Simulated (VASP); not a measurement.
**Ba3Y under changes of volume**

One of the cells (52.886 Å³/atom); the others are scaled copies at fixed shape and fractional positions:

```
Ba Y
1.0
    -2.97556    2.97556    5.97310
     2.97556   -2.97556    5.97310
     2.97556    2.97556   -5.97310
Ba Y
3 1
Cartesian
  0.0000 0.0000 5.9731
  2.9756 0.0000 2.9865
  0.0000 2.9756 2.9865
  0.0000 0.0000 0.0000
```

The cell comes from a database or a generator and needn't be the stable form of this composition.

| Property | Result |
| --- | --- |
| Program | VASP 6.6.1 |
| Functional | PBE |
| Potentials or basis | VASP PAW PBE potentials, release 64 (Ba_sv, Y_sv) |
| Cutoff | 520 eV |
| k mesh | 7 × 7 × 7 |
| Occupations | fermi-dirac, width 0.05 eV |
| Spin | no spin polarisation |

```csv
volume (Å³/atom),energy over the lowest point (meV/atom),pressure (GPa)
48.738,6.51,0.8
49.775,2.31,0.5
50.812,0.00,0.3
52.886,0.39,-0.2
53.923,?,?
54.960,6.53,-0.6
```

Problem. What does the run at 53.923 Å³/atom give?

Solution. Energy over the lowest point 2.80 meV/atom; pressure -0.4 GPa.

Worked out: A Birch-Murnaghan fit of order 3 (a polynomial in V^(-2/3)) to the other rows has its minimum at 51.70 Å³/atom with B0 = V·E''(V) = 12.2 GPa and B' = 3.6 at fixed shape and positions, which overstates the stiffness. It gives 2.81 meV/atom at 53.923 Å³/atom, against the run's 2.80, and -dE/dV = -0.5 GPa, against -0.4.

Energies are extrapolated to zero smearing.
